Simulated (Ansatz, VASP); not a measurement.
# Ag (S11(113) boundary in fcc Ag, shift (0.5, 0.5)) in two plane-wave programs

Aim: how closely do two programs agree when they are given the same cell, functional and k mesh?

Calculated with Ansatz 0.2.0; plane waves, with VASP 6.6.1 beside it; single point at PBE.

## 1. Starting point

The cell holds 14 atoms: 14 Ag. Its edges and angles: a = 2.889 Å, b = 5.005 Å, c = 28.248 Å, α = 90.0°, β = 90.0°, γ = 73.2°. It derives from Ag. As first built, before any earlier steps moved the atoms (in the runner's words): plane [1, 1, 3]; removed 2; opened 0. Vacuum lies along c.

Coordinates:

```xyz
14
Lattice="2.8894 0.0000 0.0000 1.4447 4.7915 0.0000 0.0000 0.0000 28.2485" Properties=species:S:1:pos:R:3
Ag    2.8894    3.4847    5.0000
Ag    1.4447    1.3068    6.2320
Ag    1.4447    3.9203    7.4641
Ag    2.8234    1.6714    8.7859
Ag    2.7637    4.2194   10.0707
Ag    1.3555    1.9836   11.3372
Ag    3.8951    4.4928   12.7451
Ag    0.8569    1.9095   14.1184
Ag    2.3273    4.1312   15.3543
Ag    2.3059    1.5608   16.6832
Ag    3.7346    3.7889   17.9216
Ag    0.8147    1.2440   19.2232
Ag    2.2411    3.4497   20.5358
Ag    2.2314    0.8618   21.7013
```

## 2. VASP: single point, PBE

A single point gives forces, pressure and levels at one fixed geometry, so differences don't come from the geometry; what else differs is listed under the comparison.

Lines of VASP's logs that name or quote its potential files are left out, and so is its time.

Contents of INCAR:

```
SYSTEM = Ag
PREC = Normal
ENCUT = 300
EDIFF = 1E-05
NELM = 120
ISMEAR = -1
SIGMA = 0.1
LREAL = Auto
ALGO = Fast
GGA = PE
NBANDS = 113
LORBIT = 11
LWAVE = .FALSE.
LCHARG = .TRUE.
KPAR = 4
LVHAR = .TRUE.
NEDOS = 1500
```

Contents of POSCAR:

```
Ag
1.0
    2.8893797293      0.0000000000      0.0000000000
    1.4446898646      4.7914942194      0.0000000000
    0.0000000000      0.0000000000     28.2484991868
Ag
14
Direct
    0.6363636363      0.7272727273      0.1770005538
    0.3636363636      0.2727272727      0.2206147525
    0.0909090909      0.8181818182      0.2642289512
    0.8027577603      0.3488364710      0.3110230466
    0.5161947970      0.8806079442      0.3565051715
    0.2621330247      0.4139824771      0.4013370662
    0.8792534728      0.9376539277      0.4511785889
    0.0973267967      0.3985134352      0.4997920154
    0.3743694718      0.8622002937      0.5435434441
    0.6351804387      0.3257349432      0.5905876918
    0.8971419405      0.7907607097      0.6344262144
    0.1521373868      0.2596258410      0.6805034328
    0.4156482481      0.7199548867      0.7269708497
    0.6823534675      0.1798639520      0.7682298558
```

Contents of KPOINTS:

```
Automatic mesh
0
Gamma
8 8 1
0 0 0
```

The projector-augmented-wave data sets are Ag (PBE family, release 64).

The run is started by

```
> mpirun -np 4 vasp_std
```

Numbers of over 12 decimals in the logs are rounded to 6 here.

What it wrote:

```text
[banner, memory and clock lines left out]
running    4 mpi-ranks, on    1 nodes
 distrk:  each k-point on    1 cores,    4 groups
 distr:  one band on    1 cores,    1 groups

 POSCAR found type information on POSCAR Ag
 POSCAR found :  1 types and      14 ions
 LDA part: xc-table for (Slater+PW92), standard interpolation
 POSCAR, INCAR and KPOINTS ok, starting setup
 FFT: planning ... GRIDC
 FFT: planning ... GRID_SOFT
 FFT: planning ... GRID
 WAVECAR not read
 entering main loop
       N       E                     dE             d eps       ncg     rms          rms(c)
DAV:   1     0.754279400924E+03    0.75428E+03   -0.55915E+04  7900   0.826E+02
DAV:   2    -0.187945588781E+02   -0.77307E+03   -0.73033E+03  8182   0.237E+02
DAV:   3    -0.393619235850E+02   -0.20567E+02   -0.20365E+02  8671   0.419E+01
DAV:   4    -0.395387852365E+02   -0.17686E+00   -0.17682E+00  8808   0.378E+00
DAV:   5    -0.395430462312E+02   -0.42610E-02   -0.42609E-02  8664   0.558E-01    0.164E+01
RMM:   6    -0.366398567984E+02    0.29032E+01   -0.83747E+00  8082   0.946E+00    0.109E+01
RMM:   7    -0.366934683888E+02   -0.53612E-01   -0.35867E-01  8527   0.166E+00    0.663E+00
RMM:   8    -0.381871385821E+02   -0.14937E+01   -0.84537E-01  9191   0.204E+00    0.446E+00
RMM:   9    -0.365507273333E+02    0.16364E+01   -0.43654E-01  9134   0.146E+00    0.828E-01
RMM:  10    -0.365012552642E+02    0.49472E-01   -0.22374E-02  8805   0.374E-01    0.401E-01
RMM:  11    -0.364886680378E+02    0.12587E-01   -0.27206E-03  8678   0.146E-01    0.138E-01
RMM:  12    -0.364880916310E+02    0.57641E-03   -0.67713E-04  8834   0.726E-02    0.686E-02
RMM:  13    -0.364878522564E+02    0.23937E-03   -0.20720E-04  9033   0.410E-02    0.361E-02
RMM:  14    -0.364878047301E+02    0.47526E-04   -0.47057E-05  8434   0.204E-02    0.157E-02
RMM:  15    -0.364878358059E+02   -0.31076E-04   -0.16476E-05  6614   0.109E-02    0.102E-02
RMM:  16    -0.364879774952E+02   -0.14169E-03   -0.17435E-05  7208   0.828E-03    0.717E-03
RMM:  17    -0.364880586482E+02   -0.81153E-04   -0.37466E-06  6885   0.399E-03    0.447E-03
RMM:  18    -0.364881715995E+02   -0.11295E-03   -0.37106E-06  6927   0.403E-03    0.261E-03
RMM:  19    -0.364882135402E+02   -0.41941E-04   -0.66711E-07  4993   0.213E-03    0.135E-03
RMM:  20    -0.364882319703E+02   -0.18430E-04   -0.32547E-07  4960   0.188E-03    0.754E-04
RMM:  21    -0.364882385525E+02   -0.65821E-05   -0.16035E-07  4153   0.158E-03
   1 F= -.36488239E+02 E0= -.36423118E+02  d E =-.130242E+00
```

Parts of OUTCAR (step 2):

```text
ion  position               nearest neighbor table
   1  0.636  0.727  0.177-   2 2.89   2 2.89   2 2.89   3 2.89   3 2.89
   2  0.364  0.273  0.221-   3 2.89   1 2.89   3 2.89   1 2.89   3 2.89   1 2.89   4 2.93   4 2.99

  LATTYP: Found a base centered orthorhombic cell.
 ALAT       =     2.8893797293
 B/A-ratio  =     3.3166247903
 C/A-ratio  =     9.7766655246

 Subroutine GETGRP returns: Found  1 space group operations
 (whereof  1 operations were pure point group operations)

The static configuration has the point symmetry C_1 .

 Found     34 irreducible k-points:

   k-points           NKPTS =     34   k-points in BZ     NKDIM =     34   number of bands    NBANDS=    113

   dimension x,y,z NGX =    12 NGY =   24 NGZ =  120
   dimension x,y,z NGXF=    24 NGYF=   48 NGZF=  240

   ENCUT  =  300.0 eV  22.05 Ry    4.70 a.u.   4.08  7.07 39.89*2*pi/ulx,y,z

   NELECT =     154.0000    total number of electrons

 k-points in reciprocal lattice and weights: Automatic mesh
   0.00000000  0.00000000  0.00000000       0.016
   0.12500000 -0.00000000  0.00000000       0.031
   0.12500000  0.12500000  0.00000000       0.031
   0.25000000 -0.00000000  0.00000000       0.031
   0.25000000  0.25000000  0.00000000       0.031
   0.37500000 -0.00000000  0.00000000       0.031
   0.37500000  0.37500000  0.00000000       0.031
   0.50000000 -0.00000000  0.00000000       0.016
   0.50000000  0.50000000  0.00000000       0.016
[...]
-0.12500000  0.50000000  0.00000000       0.031
   0.00000000  0.50000000  0.00000000       0.016

 average (electrostatic) potential at core
       1 -75.3032       2 -75.5166       3 -75.6399       4 -75.5865       5 -75.5471
       6 -75.5323       7 -75.5040       8 -75.5624       9 -75.5774      10 -75.5935
      11 -75.5858      12 -75.6391      13 -75.4961      14 -75.3175

 E-fermi :   3.5011

 k-point     1 :       0.0000    0.0000    0.0000
  band No.  band energies     occupation
    ...
     74       0.5482      2.00000
     75       0.5953      2.00000
     76       1.5114      2.00000
     77       2.6391      1.99964
     78       3.5924      0.57280
     79       3.9259      0.02819
     80       4.2124      0.00163
     81       5.1098      0.00000
     82       5.2223      0.00000
     83       6.0112      0.00000
    ...

 k-point     2 :       0.1250   -0.0000    0.0000
  band No.  band energies     occupation
    ...
     73       0.5396      2.00000
     74       0.5879      2.00000
     75       0.9901      2.00000
     76       1.9166      2.00000
     77       3.0450      1.97932
     78       4.0474      0.00845
     79       4.3163      0.00058
     80       4.5326      0.00007
     81       5.2832      0.00000
     82       5.5700      0.00000
    ...

 k-point     3 :       0.1250    0.1250    0.0000
  band No.  band energies     occupation
    ...
     73       0.5358      2.00000
     74       0.5923      2.00000
     75       0.9909      2.00000
     76       1.9201      2.00000
     77       3.0444      1.97944
     78       4.0512      0.00814
     79       4.3189      0.00056
     80       4.5359      0.00006
     81       5.2863      0.00000
     82       5.5689      0.00000
    ...

  Total       -1.0456001     -0.4591628     -1.2562800     -0.0928219     -0.0858391      0.7020360
  in kB       -4.2835639     -1.8810759     -5.1466671     -0.3802684     -0.3516615      2.8760669
  external PRESSURE =      -3.7704356 kB  Pullay stress =       0.0000000 kB

  energy-cutoff  :      300.00
  volume of cell :      391.08
      direct lattice vectors                 reciprocal lattice vectors
     2.889379729  0.000000000  0.000000000     0.346095042 -0.104351582  0.000000000
     1.444689865  4.791494219  0.000000000     0.000000000  0.208703163  0.000000000
     0.000000000  0.000000000 28.248499187     0.000000000  0.000000000  0.035400111

 POSITION                                       TOTAL-FORCE (eV/Angst)
 -----------------------------------------------------------------------------------
      2.88938      3.48472      5.00000         0.000784      0.016720      0.089838
      1.44469      1.30677      6.23204        -0.024362      0.018632     -0.175944
      1.44469      3.92031      7.46407        -0.056386     -0.099508      0.139243
      2.82343      1.67145      8.78593         0.008925     -0.001665      0.058200
      2.76369      4.21943     10.07074         0.005516      0.002318     -0.006080
      1.35548      1.98359     11.33717         0.001057      0.028061      0.004069
      3.89512      4.49276     12.74512         0.041819      0.016465     -0.016887
      0.85694      1.90947     14.11837         0.000639      0.050309      0.013800
      2.32731      4.13123     15.35429         0.002744     -0.009203     -0.025731
      2.30586      1.56076     16.68322        -0.010079      0.011808     -0.048805
      3.73459      3.78893     17.92159        -0.010207      0.019412      0.011897
      0.81466      1.24400     19.22320        -0.000569     -0.019681      0.021851
      2.24108      3.44966     20.53584         0.012442     -0.011095     -0.004825
      2.23143      0.86182     21.70134         0.027677     -0.022572     -0.060625
 -----------------------------------------------------------------------------------
    total drift:                               -0.001704      0.003867     -0.000564

  FREE ENERGIE OF THE ION-ELECTRON SYSTEM (eV)
  ---------------------------------------------------
  free  energy   TOTEN  =       -36.4882385525 eV

  energy  without entropy=      -36.3579965185  energy(sigma->0) =      -36.42311754

 total charge
# of ion       s       p       d       tot
------------------------------------------
    1        0.427   0.165   9.193   9.785
    2        0.414   0.242   9.159   9.816
    3        0.406   0.280   9.149   9.834
    4        0.408   0.274   9.146   9.828
    5        0.407   0.267   9.146   9.821
    6        0.409   0.259   9.150   9.818
    7        0.401   0.249   9.150   9.800
    8        0.410   0.263   9.149   9.822
    9        0.409   0.271   9.146   9.826
   10        0.410   0.279   9.145   9.833
   11        0.408   0.272   9.147   9.827
   12        0.406   0.279   9.149   9.833
   13        0.411   0.235   9.160   9.807
   14        0.429   0.169   9.191   9.790
--------------------------------------------------
tot          5.756   3.504 128.182 137.441

[... 3 further parts left out ...]
```

## 3. Ansatz: single point, PBE

Ansatz runs on its default PAW (the set named soft_2) files.

The same cell, functional, mesh and smearing now go to Ansatz, which takes its cutoff from its data sets.

Contents of input.yaml:

```yaml
crystal:
  lattice:
    - [2.8893797293, 0.0, 0.0]
    - [1.4446898646, 4.7914942194, 0.0]
    - [0.0, 0.0, 28.2484991868]
  atoms:
    - { symbol: Ag, position: [0.6363636363, 0.7272727273, 0.1770005538] }
    - { symbol: Ag, position: [0.3636363636, 0.2727272727, 0.2206147525] }
    - { symbol: Ag, position: [0.0909090909, 0.8181818182, 0.2642289512] }
    - { symbol: Ag, position: [0.8027577603, 0.348836471, 0.3110230466] }
    - { symbol: Ag, position: [0.516194797, 0.8806079442, 0.3565051715] }
    - { symbol: Ag, position: [0.2621330247, 0.4139824771, 0.4013370662] }
    - { symbol: Ag, position: [0.8792534728, 0.9376539277, 0.4511785889] }
    - { symbol: Ag, position: [0.0973267967, 0.3985134352, 0.4997920154] }
    - { symbol: Ag, position: [0.3743694718, 0.8622002937, 0.5435434441] }
    - { symbol: Ag, position: [0.6351804387, 0.3257349432, 0.5905876918] }
    - { symbol: Ag, position: [0.8971419405, 0.7907607097, 0.6344262144] }
    - { symbol: Ag, position: [0.1521373868, 0.259625841, 0.6805034328] }
    - { symbol: Ag, position: [0.4156482481, 0.7199548867, 0.7269708497] }
    - { symbol: Ag, position: [0.6823534675, 0.179863952, 0.7682298558] }
hamiltonian:
  xc: pbe
  pseudopotentials: { kind: paw }
kpoints:
  mp_grid: { grid: [8, 8, 1] }
scf:
  occupations: { method: fermi_dirac, width: 0.1 }
  n_extra_bands: 7
output:
  forces: true
  eigenvalues: true
```

The run is started by

```
> ansatz run input.yaml --threads 4 --pin off --max-ram 9216MiB --backend cpu --events-out ev --progress --plain --runs-dir out
```

What it wrote:

```text
scf.n_extra_bands = 7 over 133 filled bands (N_el = 266.0): the run solves 140 bands
Engine: ansatz 0.2.0, aarch64-unknown-linux-gnu
Pseudopotentials: kind: paw
Pseudopotential: Ag, paw, valence charge 19, recommended cutoff 420 eV (normal), Ag.paw.azcp
Functional definition: PBE
  parameter kappa = 0.804
  parameter beta = 0.066725
  exchange = pbe_x(kappa = kappa, mu = beta*pi^2/3)
  correlation = pbe_c(beta = beta)
Crystal: 14 atoms, lattice volume = 391.085 Å³
Basis set: ecut = 420 eV, 7615 PW (Γ), exchange–correlation on 40×72×384 points (8 copies of the dense FFT grid, shifted against one another)
Bands: 140, of which v1, the nominal top of the filled ones, is band 133 counted from 1 (132 counted from 0)
Symmetry: 1 space group operations
Space group: P1 (ITA 1), of the structure as read, at distance tolerance 7.3e-5 Å
k-points: 34 of 64 (time reversal used)
Non-local potential: Ag, projectors of the file, l = 0: 3, l = 1: 2, l = 2: 2, l = 3: 1
PAW form: soft (Blöchl's): semilocal exchange-correlation on the pseudo side does not see the compensation charge
PAW one-centre angular grid: Ag, 590 points (default); XC on 64 Gauss nodes
Initial density: superposition of atomic densities (neutral atoms: chi_scale 0, normalization atom), corrected by the library's trained network
Initial wavefunctions: pseudopotential atomic-orbital guess
Functional: x = pbe(κ = 0.804, μ = 0.219515), c = pbe(β = 0.066725)
SCF iter   1: F=—  HF=-106266.034354 eV  |F-HF|=—  |Δ(HF+E_count)|=         —  Δρ=1.09e-3  dr2=6.54e-2  ethr=1.77e-3  ⟨swp⟩=5.7  Hψ=17129  notcnv=0
preconditioner: auto → LDOS  [metal: Δε(μ)=0.036 eV  Ē_g=5.905 eV  σ=0.100 eV  W_gap=0.09  n_scr=104 (ndim 8)  ℏωp=23.3 eV  f_vac=0.337  D(μ)=3.93/eV (n_scr^D=18)  β→1.0]
SCF iter   2: F=—  HF=-106266.037762 eV  |F-HF|=—  |Δ(HF+E_count)|=   3.41e-3  Δρ=6.02e-4  dr2=5.17e-3  ethr=2.46e-5  ⟨swp⟩=2.4  Hψ=10301  notcnv=0
SCF iter   3: F=—  HF=-106266.037356 eV  |F-HF|=—  |Δ(HF+E_count)|=   4.06e-4  Δρ=3.37e-4  dr2=6.64e-4  ethr=1.94e-6  ⟨swp⟩=2.0  Hψ=7414  notcnv=0
SCF iter   4: F=—  HF=-106266.037219 eV  |F-HF|=—  |Δ(HF+E_count)|=   1.36e-4  Δρ=4.86e-5  dr2=1.39e-5  ethr=2.50e-7  ⟨swp⟩=2.0  Hψ=7391  notcnv=0
SCF iter   5: F=—  HF=-106266.037397 eV  |F-HF|=—  |Δ(HF+E_count)|=   1.77e-4  Δρ=2.04e-5  dr2=1.68e-6  ethr=5.22e-9  ⟨swp⟩=3.4  Hψ=10244  notcnv=0
SCF iter   6: F=—  HF=-106266.037397 eV  |F-HF|=—  |Δ(HF+E_count)|=   3.77e-7  Δρ=5.33e-6  dr2=1.95e-7  ethr=6.31e-10  ⟨swp⟩=2.0  Hψ=7420  notcnv=0
SCF iter   7: F=-106266.037397 eV  HF=-106266.037397 eV  |F-HF|=1.32e-8  |Δ(HF+E_count)|=   5.29e-8  Δρ=1.76e-6  dr2=1.31e-8  ethr=3.76e-11  ⟨swp⟩=6.1  Hψ=18176  notcnv=0
SCF 1 converged in 7 iterations: F = -106266.037397 eV  dr2 = 1.31e-8
  greatest PAW one-centre occupation: 1.000 electrons in one spin orbital (limit 2), on the Ag atom at site 9 (counted from 0), in its partial waves of l = 0
SCF converged after 7 iterations
Free energy (F): -106266.037397 eV
Harris-Foulkes:  -106266.037397 eV  (|F-HF|=1.32e-8)
Internal energy: -106265.906959 eV  (E = F + TS)
E sigma→0 (E₀):  -106265.972178 eV
Entropy (-TS):   -0.130438 eV (-9.317 meV/atom)
Fermi energy:    8.956702 eV
--- Per-component energies (eV) ---
  E_band       = -5467.038057
  E_kinetic    = 7378.489940
  E_local      = -310067.933313  (includes V_loc(G=0)·N_el)
  E_nonlocal   = 1122.949864
  E_hartree    = 152573.913930
  E_xc         = -2583.097011
  E_vxc        = -3281.361087  (∫ρ·V_xc dr)
  E_paw        = -54631.410293  (= ΣΔE_a)
  E_vpaw       = -5767.000811  (= ΣTr[D̂ρ^β])
  E_aug_tail   = 0.004493  (compensation charges beyond the density's cutoff)
  E_ewald      = 99941.175431
  E_smearing   = -0.130438  (= −TS)
  E_closure    = -0.000000  (closes the sum)
  Σ components = -106266.037397   (vs F -106266.037397, Δ=0.00e0)
--- Forces (eV/Å), atoms counted from 1 ---
  atom   1  Ag     0.00010245     0.01660304     0.08359036
  atom   2  Ag    -0.02668725     0.02006713    -0.17290759
  atom   3  Ag    -0.06192018    -0.09447211     0.14314221
  atom   4  Ag     0.01371088    -0.00797205     0.05517736
  atom   5  Ag     0.00613888     0.00265609    -0.01695016
  atom   6  Ag     0.00596554     0.03280295     0.00626251
  atom   7  Ag     0.03871011     0.01463785    -0.02121198
  atom   8  Ag    -0.00034660     0.05719856     0.01247493
  atom   9  Ag     0.00042695    -0.00749873    -0.02724019
  atom  10  Ag    -0.01855020     0.01190817    -0.04160609
  atom  11  Ag    -0.00470026     0.02579474     0.01714742
  atom  12  Ag     0.00689871    -0.02844704     0.01686928
  atom  13  Ag     0.01812585    -0.01329201    -0.00327215
  atom  14  Ag     0.02212567    -0.02999965    -0.05148233
  max |Σ_I F_I| component: 1.31e-5 eV/Å
--- Band table (eV; the first three rows and the last of 34) ---
  k-point 0: bands = [... 129 lower, 6.0176, 6.0606, 6.9725, 8.0985, 9.0390, 9.3836, 9.6606, 10.5623, ... 3 higher]
  k-point 1: bands = [... 129 lower, 6.0289, 6.0542, 6.9826, 8.1087, 8.2847, 8.8438, 9.3820, 9.6927, ... 3 higher]
  k-point 2: bands = [... 129 lower, 6.0796, 6.0881, 6.9572, 7.0926, 7.5399, 8.2523, 8.3486, 9.1272, ... 3 higher]
  k-point 33: bands = [... 129 lower, 8.9976, 9.2934, 9.4424, 10.1641, 10.2539, 11.0778, 11.4155, 11.5043, ... 3 higher]
```

It took 59 s on 4 threads of Arm Neoverse V2, shared host; peak memory 2.2 GiB; 3.8 min of CPU time.

## 4. Differences

Known differences besides the potentials themselves: the data sets hold 266 valence electrons in Ansatz (default PAW (the set named soft_2) files) and 154 in VASP; the cutoff is 420 eV in Ansatz and 300 eV in VASP (PREC = Normal, projectors in real space); VASP leaves aspherical gradient terms in its spheres out (LASPH is not set), Ansatz keeps them. Total energies have different zeros and are not compared.

Forces on 8 of the 14 atoms, those with the largest forces and the largest differences (eV/Å; atoms numbered as in POSCAR):

```tsv
atom	Ansatz x, y, z	VASP x, y, z
Ag1	0.000, 0.017, 0.084	0.001, 0.017, 0.090
Ag2	-0.027, 0.020, -0.173	-0.024, 0.019, -0.176
Ag3	-0.062, -0.094, 0.143	-0.056, -0.100, 0.139
Ag4	0.014, -0.008, 0.055	0.009, -0.002, 0.058
Ag8	0.000, 0.057, 0.012	0.001, 0.050, 0.014
Ag10	-0.019, 0.012, -0.042	-0.010, 0.012, -0.049
Ag12	0.007, -0.028, 0.017	-0.001, -0.020, 0.022
Ag14	0.022, -0.030, -0.051	0.028, -0.023, -0.061
```

The forces differ by 5.0 meV/Å r.m.s., which is 10.7 % of the r.m.s. force of 0.05 eV/Å (both taken over all components).

## 5. What came out

```json
{"r.m.s. force difference (single point, PBE)": "5 meV/Å"}
```

In words: The r.m.s. force difference is 5 meV/Å (single point, PBE), within the 12 meV/Å picked in this series as the mark of a large difference. How closely two codes agree says nothing of how well the functional describes the real material.

[Lines on the potential files, build, host, timing and source positions are cut from VASP's logs without a mark.]

[Logs are printed without paths, hosts, clocks, repeated set-up lines and the standing remarks that a program may print on its own settings, such as how far it seeks lower states.]

[Hosts, paths, dates, database ids (printed as entryN), source tags and the programs' standing remarks are cut or masked in the printed files.]
